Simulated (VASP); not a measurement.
Output of a VASP run:

### OUTCAR
```
 ion  position               nearest neighbor table
   1  0.000  0.000  0.250-   3 1.42   3 1.42   3 1.42
   2  0.000  0.000  0.750-   4 1.42   4 1.42   4 1.42
   3  0.333  0.667  0.250-   1 1.42   1 1.42   1 1.42
   4  0.667  0.333  0.750-   2 1.42   2 1.42   2 1.42
  LATTYP: Found a hexagonal cell.
 ALAT       =     2.4570323923
 C/A-ratio  =     2.7034648265
 Subroutine PRICEL returns:
 Original cell was already a primitive cell.
 Subroutine GETGRP returns: Found 24 space group operations
The static configuration has the point symmetry D_3d.
 The point group associated with its full space group is D_6h.
The dynamic configuration has the point symmetry D_3d.
 Subroutine INISYM returns: Found 24 space group operations
 Subroutine IBZKPT returns following result:
 Found     24 irreducible k-points:

 Following reciprocal coordinates:
            Coordinates               Weight
  0.000000  0.000000  0.000000      1.000000
  0.111111 -0.000000  0.000000      6.000000
  0.222222 -0.000000  0.000000      6.000000
  0.333333  0.000000  0.000000      6.000000
  0.444444 -0.000000  0.000000      6.000000
  0.111111  0.111111  0.000000      6.000000
  0.222222  0.111111  0.000000     12.000000
  0.333333  0.111111  0.000000     12.000000
  0.444444  0.111111  0.000000      6.000000
  0.222222  0.222222  0.000000      6.000000
  0.333333  0.222222  0.000000     12.000000
  0.333333  0.333333  0.000000      2.000000
  0.000000  0.000000  0.333333      2.000000
  0.111111 -0.000000  0.333333     12.000000
  0.222222 -0.000000  0.333333     12.000000
  0.333333  0.000000  0.333333     12.000000
  0.444444 -0.000000  0.333333     12.000000
  0.111111  0.111111  0.333333     12.000000
  0.222222  0.111111  0.333333     24.000000
  0.333333  0.111111  0.333333     24.000000
  0.444444  0.111111  0.333333     12.000000
  0.222222  0.222222  0.333333     12.000000
  0.333333  0.222222  0.333333     24.000000
  0.333333  0.333333  0.333333      4.000000
   k-points           NKPTS =     24   k-points in BZ     NKDIM =     24   number of bands    NBANDS=     12
   number of dos      NEDOS =    301   number of ions     NIONS =      4
   total plane-waves  NPLWV =  16200
   dimension x,y,z NGX =    18 NGY =   18 NGZ =   50
   dimension x,y,z NGXF=    36 NGYF=   36 NGZF=  100
   ions per type =               4
   PREC   = accura    normal or accurate (medium, high low for compatibility)
   ISTART =      0    job   : 0-new  1-cont  2-samecut
   ICHARG =      2    charge: 1-file 2-atom 10-const
   ISPIN  =      1    spin polarized calculation?
   LNONCOLLINEAR =      F non collinear calculations
   LSORBIT =      F    spin-orbit coupling
   INIWAV =      1    electr: 0-lowe 1-rand  2-diag
   ENCUT  =  520.0 eV  38.22 Ry    6.18 a.u.   4.57  4.57 12.35*2*pi/ulx,y,z
   NELM   =    100;   NELMIN=  2; NELMDL= -5     # of ELM steps
   EDIFF  = 0.1E-05   stopping-criterion for ELM
   LREAL  =      F    real-space projection
   NLSPLINE    = F    spline interpolate recip. space projectors
   LMAXMIX     =    2 max onsite mixed and CHGCAR
   VOSKOWN=      0    Vosko Wilk Nusair interpolation
   EDIFFG = -.2E-01   stopping-criterion for IOM
   NSW    =     60    number of steps for IOM
   NBLOCK =      1;   KBLOCK =     60    inner block; outer block
   IBRION =      2    ionic relax: 0-MD 1-quasi-New 2-CG
   NFREE  =      1    steps in history (QN), initial steepest desc. (CG)
   ISIF   =      3    stress and relaxation
   ISYM   =      2    0-nonsym 1-usesym 2-fastsym
   TEIN   =    0.0    initial temperature
   TEBEG  =    0.0;   TEEND  =   0.0 temperature during run
   SMASS  =  -3.00    Nose mass-parameter (am)
   PSTRESS=    0.0 pullay stress
   NELECT =      16.0000    total number of electrons
   EFERMI =   0.00;   METHOD = LEGACY
   ISMEAR =     0;   SIGMA  =   0.05  broadening in eV -4-tet -1-fermi 0-gaus
   IALGO  =     38    algorithm
   LDIAG  =      T    sub-space diagonalisation (order eigenvalues)
...
```

### OSZICAR
```
...
DAV:   2    -0.413166034262E+02   -0.86516E+02   -0.79445E+02   820   0.232E+02
DAV:   3    -0.450943063847E+02   -0.37777E+01   -0.37494E+01   712   0.497E+01
DAV:   4    -0.451382866550E+02   -0.43980E-01   -0.43935E-01   692   0.628E+00
DAV:   5    -0.451392632904E+02   -0.97664E-03   -0.97596E-03   724   0.881E-01    0.826E+00
DAV:   6    -0.411848342111E+02    0.39544E+01   -0.20401E+00   652   0.107E+01    0.605E+00
DAV:   7    -0.376276708412E+02    0.35572E+01   -0.34017E-01   644   0.652E+00    0.131E+00
DAV:   8    -0.391498292093E+02   -0.15222E+01   -0.11344E+00   628   0.891E+00    0.135E+00
DAV:   9    -0.399539431519E+02   -0.80411E+00   -0.12512E-01   664   0.325E+00    0.772E-01
DAV:  10    -0.397800877283E+02    0.17386E+00   -0.14016E-02   624   0.136E+00    0.629E-01
DAV:  11    -0.391861082332E+02    0.59398E+00   -0.18792E-01   608   0.450E+00    0.215E-01
DAV:  12    -0.393810030285E+02   -0.19489E+00   -0.29649E-02   616   0.206E+00    0.162E-01
DAV:  13    -0.393810047699E+02   -0.17413E-05   -0.24530E-04   740   0.146E-01    0.156E-01
DAV:  14    -0.393971331511E+02   -0.16128E-01   -0.12403E-03   596   0.465E-01    0.234E-01
DAV:  15    -0.394122796055E+02   -0.15146E-01   -0.45296E-03   612   0.858E-01    0.111E-01
DAV:  16    -0.394125643747E+02   -0.28477E-03   -0.14161E-04   724   0.146E-01    0.112E-01
DAV:  17    -0.394125632814E+02    0.10933E-05   -0.14783E-06   640   0.123E-02    0.115E-01
DAV:  18    -0.394125655718E+02   -0.22904E-05   -0.21359E-05   704   0.379E-02    0.823E-02
DAV:  19    -0.394125816927E+02   -0.16121E-04   -0.40895E-06   668   0.233E-02    0.432E-02
DAV:  20    -0.394125888362E+02   -0.71436E-05   -0.23846E-06   656   0.222E-02    0.189E-02
DAV:  21    -0.394125901405E+02   -0.13043E-05   -0.15979E-06   620   0.156E-02    0.905E-03
DAV:  22    -0.394125910858E+02   -0.94531E-06   -0.38041E-07   468   0.819E-03
   1 F= -.39412591E+02 E0= -.39411948E+02  d E =-.394126E+02
       N       E                     dE             d eps       ncg     rms          rms(c)
DAV:   1    -0.394125275659E+02    0.62575E-04   -0.61242E-03   600   0.774E-01    0.460E-02
DAV:   2    -0.394124069501E+02    0.12062E-03   -0.14341E-04   712   0.115E-01    0.351E-02
DAV:   3    -0.394123324265E+02    0.74524E-04   -0.16844E-04   648   0.146E-01    0.294E-03
DAV:   4    -0.394124735611E+02   -0.14113E-03   -0.47103E-05   616   0.805E-02    0.469E-03
DAV:   5    -0.394124789881E+02   -0.54271E-05   -0.10891E-06   552   0.124E-02    0.414E-03
DAV:   6    -0.394124769269E+02    0.20612E-05   -0.43364E-07   436   0.664E-03    0.865E-04
DAV:   7    -0.394124807257E+02   -0.37988E-05   -0.64869E-07   392   0.968E-03    0.519E-04
DAV:   8    -0.394124810187E+02   -0.29302E-06   -0.87341E-08   340   0.372E-03
   2 F= -.39412481E+02 E0= -.39411839E+02  d E =0.110067E-03
       N       E                     dE             d eps       ncg     rms          rms(c)
DAV:   1    -0.394126374040E+02   -0.15668E-03   -0.28867E-03   608   0.532E-01    0.313E-02
DAV:   2    -0.394125778302E+02    0.59574E-04   -0.69316E-05   680   0.807E-02    0.236E-02
DAV:   3    -0.394125517051E+02    0.26125E-04   -0.78955E-05   648   0.995E-02    0.231E-03
DAV:   4    -0.394126152744E+02   -0.63569E-04   -0.22025E-05   616   0.549E-02    0.331E-03
DAV:   5    -0.394126178837E+02   -0.26093E-05   -0.48771E-07   492   0.830E-03    0.293E-03
DAV:   6    -0.394126171870E+02    0.69665E-06   -0.22234E-07   384   0.462E-03
   3 F= -.39412617E+02 E0= -.39411974E+02  d E =-.261012E-04
```

OUTCAR:
```
------------------------ aborting loop because EDIFF is reached ----------------------------------------
  FORCE on cell =-STRESS in cart. coord.  units (eV):
  Direction    XX          YY          ZZ          XY          YZ          ZX
  --------------------------------------------------------------------------------------
  Total       -0.0029522     -0.0029522     -0.0295770      0.0000000      0.0000000     -0.0000000
  in kB       -0.1361294     -0.1361293     -1.3638103      0.0000000      0.0000000     -0.0000000
  external PRESSURE =      -0.5453563 kB  Pullay stress =       0.0000000 kB
  volume of cell :       34.75
      direct lattice vectors                 reciprocal lattice vectors
     1.228905580 -2.128526411  0.000000000     0.406866083 -0.234904297  0.000000000
     1.228905580  2.128526411 -0.000000000     0.406866083  0.234904297  0.000000000
     0.000000000  0.000000000  6.641765572     0.000000000  0.000000000  0.150562375
 POSITION                                       TOTAL-FORCE (eV/Angst)
 -----------------------------------------------------------------------------------
      0.00000     -0.00000      1.66044        -0.000000      0.000000     -0.000000
      0.00000      0.00000      4.98132        -0.000000     -0.000000      0.000000
      1.22891      0.70951      1.66044         0.000000     -0.000000     -0.000000
      1.22891     -0.70951      4.98132         0.000000     -0.000000     -0.000000
 -----------------------------------------------------------------------------------
    total drift:                                0.000000     -0.000000      0.000000
  FREE ENERGIE OF THE ION-ELECTRON SYSTEM (eV)
  ---------------------------------------------------
  free  energy   TOTEN  =       -39.4126171870 eV

  energy  without entropy=      -39.4113317202  energy(sigma->0) =      -39.41197445

 reached required accuracy - stopping structural energy minimisation
```
(Selected blocks of OUTCAR.)

**POSCAR**
```
C
1
    1.2285164088    -2.1278523469    -0.0000000000
    1.2285164088     2.1278523469     0.0000000000
    0.0000000000     0.0000000000     6.6425006502
C
4
Direct
  1.0000000000   1.0000000000   0.2500000000
  0.0000000000   0.0000000000   0.7500000000
  0.3333330000   0.6666670000   0.2500000000
  0.6666670000   0.3333330000   0.7500000000
```

Reconstruct the remaining input files.

One answer among several that fit: the input of the run itself, r2SCAN+rVV10, plane waves, VASP's PBE PAW potentials (set 64).

### KPOINTS
```
Automatic mesh
0
Gamma
9 9 3
0 0 0
```

**INCAR**
```
LASPH=T   ! aspherical one-centre terms
SIGMA=0.05
ISIF=3   ! ions, shape and volume
BPARAM=11.95
ISMEAR=0   ! Gaussian
ENCUT=520
ALGO=Normal
PREC=Accurate
METAGGA=R2SCAN
EDIFF=1E-6
EDIFFG=-0.02
SYSTEM=C
NELM=100   ! most electronic steps
CPARAM=0.0093
IBRION=2   ! conjugate gradients
LMIXTAU=T
LCHARG=F
LUSE_VDW=T
LWAVE=F
NSW=60
LREAL=F   ! projection in real space or not
```

POTCAR, in this order: C (PBE.64 set). Program: vasp_std.

The compound is C in the graphite structure. This run relaxes it. Symmetry was kept, so distortions that lower it aren't found. The k-mesh is coarse (spacing up to 0.33 per Å, 2π included), so the numbers may not be converged in it. The start is the result of an earlier pass.
